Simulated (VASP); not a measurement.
Level of theory: LDA (Ceperley-Alder, Perdew-Zunger), VASP's LDA PAW potentials (set 64) (plane waves; VASP).

The input files of a VASP run:

### KPOINTS
```
Regular mesh
0
Gamma
  7 7 7
```

INCAR:
```
ISMEAR = 1   ! Methfessel-Paxton
SIGMA = 0.1
LREAL = .FALSE.
LWAVE = .FALSE.
IBRION = 2   ! conjugate gradients
NELM = 100   ! most electronic steps
NSW = 40   ! most ionic steps
ISIF = 3
PREC = Accurate
EDIFF = 1E-6   ! SCF stop (eV)
ENCUT = 500   ! plane-wave cut-off (eV)
LCHARG = .FALSE.
LORBIT = 10
PSTRESS = 450   ! kbar
LMAXMIX = 4
SYSTEM = MnSi
MAGMOM = 4*0.6 4*-0.0
EDIFFG = -0.02   ! ionic stop
ISPIN = 2
LASPH = .TRUE.
ALGO = Normal   ! blocked Davidson
```

POSCAR:
```
MnSi
1
    4.2275004882    -0.0000000000    -0.0000000000
    0.0000000000     4.2275004882    -0.0000000000
    0.0000000000     0.0000000000     4.2275004882
Mn Si
4 4
Direct
  0.8589614714   0.6410385286   0.3589614714
  0.3589614714   0.8589614714   0.6410385286
  0.1410385286   0.1410385286   0.1410385286
  0.6410385286   0.3589614714   0.8589614714
  0.1533569881   0.3466430119   0.6533569881
  0.6533569881   0.1533569881   0.3466430119
  0.8466430119   0.8466430119   0.8466430119
  0.3466430119   0.6533569881   0.1533569881
```

POTCAR, in this order: Mn_pv Si (LDA.64 set). Program: vasp_std.

The resulting files:

**OSZICAR**
```
       N       E                     dE             d eps       ncg     rms          rms(c)
DAV:   1     0.820793110750E+03    0.82079E+03   -0.35465E+04  3952   0.201E+03
DAV:   2    -0.421981012610E+01   -0.82501E+03   -0.80349E+03  3936   0.590E+02
DAV:   3    -0.738052820427E+02   -0.69585E+02   -0.67452E+02  4561   0.177E+02
DAV:   4    -0.758293178706E+02   -0.20240E+01   -0.20081E+01  4615   0.312E+01
DAV:   5    -0.758703799613E+02   -0.41062E-01   -0.41036E-01  4752   0.471E+00    0.450E+01
DAV:   6    -0.735490400939E+02    0.23213E+01   -0.16519E+02  4593   0.955E+01    0.217E+01
DAV:   7    -0.676562338919E+02    0.58928E+01   -0.55433E+01  4152   0.566E+01    0.115E+01
DAV:   8    -0.674157575742E+02    0.24048E+00   -0.25398E+00  4139   0.100E+01    0.230E+00
DAV:   9    -0.673830145342E+02    0.32743E-01   -0.18442E-01  4815   0.283E+00    0.913E-01
DAV:  10    -0.673811416797E+02    0.18729E-02   -0.66561E-03  4533   0.707E-01    0.561E-01
DAV:  11    -0.673809055378E+02    0.23614E-03   -0.28619E-03  4957   0.369E-01    0.166E-01
DAV:  12    -0.673812035713E+02   -0.29803E-03   -0.53749E-04  5076   0.142E-01    0.111E-01
DAV:  13    -0.673814303321E+02   -0.22676E-03   -0.44398E-04  4961   0.148E-01    0.666E-02
DAV:  14    -0.673815301468E+02   -0.99815E-04   -0.39553E-04  4939   0.133E-01    0.288E-02
DAV:  15    -0.673815409019E+02   -0.10755E-04   -0.50065E-05  5315   0.461E-02    0.153E-02
DAV:  16    -0.673815405342E+02    0.36769E-06   -0.22870E-06  2909   0.920E-03
   1 F= -.46161172E+02 E0= -.46161692E+02  d E =-.461612E+02  mag=     0.0003
```

File OUTCAR:
```
------------------------ aborting loop because EDIFF is reached ----------------------------------------
  FORCE on cell =-STRESS in cart. coord.  units (eV):
  Direction    XX          YY          ZZ          XY          YZ          ZX
  --------------------------------------------------------------------------------------
  Total       21.3330773     21.3330773     21.3330773     -0.0000000     -0.0000000     -0.0000000
  in kB      452.3900969    452.3900969    452.3900969     -0.0000000     -0.0000000     -0.0000000
  external PRESSURE =       2.3900969 kB  Pullay stress =     450.0000000 kB
  volume of cell :       75.55
      direct lattice vectors                 reciprocal lattice vectors
     4.227500488  0.000000000  0.000000000     0.236546395  0.000000000  0.000000000
     0.000000000  4.227500488  0.000000000     0.000000000  0.236546395  0.000000000
     0.000000000  0.000000000  4.227500488     0.000000000  0.000000000  0.236546395
 POSITION                                       TOTAL-FORCE (eV/Angst)
 -----------------------------------------------------------------------------------
      3.63126      2.70999      1.51751         0.008038     -0.008038      0.008038
      1.51751      3.63126      2.70999         0.008038      0.008038     -0.008038
      0.59624      0.59624      0.59624        -0.008038     -0.008038     -0.008038
      2.70999      1.51751      3.63126        -0.008038      0.008038      0.008038
      0.64832      1.46543      2.76207        -0.005798      0.005798     -0.005798
      2.76207      0.64832      1.46543        -0.005798     -0.005798      0.005798
      3.57918      3.57918      3.57918         0.005798      0.005798      0.005798
      1.46543      2.76207      0.64832         0.005798     -0.005798     -0.005798
 -----------------------------------------------------------------------------------
    total drift:                               -0.000000     -0.000001      0.000000
  FREE ENERGIE OF THE ION-ELECTRON SYSTEM (eV)
  ---------------------------------------------------
  free  energy   TOTEN  =       -67.3815405342 eV

  energy  without entropy=      -67.3831010209  energy(sigma->0) =      -67.38206070
  enthalpy is  TOTEN    =       -46.1611715787 eV   P V=       21.2203689556

 total charge

# of ion       s       p       d       tot
------------------------------------------
    1        0.410   6.534   5.568  12.512
    2        0.410   6.534   5.568  12.512
    3        0.410   6.534   5.568  12.512
    4        0.410   6.534   5.568  12.512
    5        0.763   1.055   0.000   1.818
    6        0.763   1.055   0.000   1.818
    7        0.763   1.055   0.000   1.818
    8        0.763   1.055   0.000   1.818
--------------------------------------------------
tot          4.693  30.354  22.271  57.317

 magnetization (x)

# of ion       s       p       d       tot
------------------------------------------
    1       -0.000   0.000   0.001   0.001
    2       -0.000   0.000   0.001   0.001
    3       -0.000   0.000   0.001   0.001
    4       -0.000   0.000   0.001   0.001
    5       -0.000  -0.000   0.000  -0.000
    6       -0.000  -0.000   0.000  -0.000
    7       -0.000  -0.000   0.000  -0.000
    8       -0.000  -0.000   0.000  -0.000
--------------------------------------------------
tot         -0.000  -0.000   0.004   0.004

 reached required accuracy - stopping structural energy minimisation
```
(Selected blocks of OUTCAR.)

The moments were started parallel, and other spin orders were not tried in this run.

The compound is MnSi in the B20 structure. It was relaxed first under an external pressure of 45 GPa.
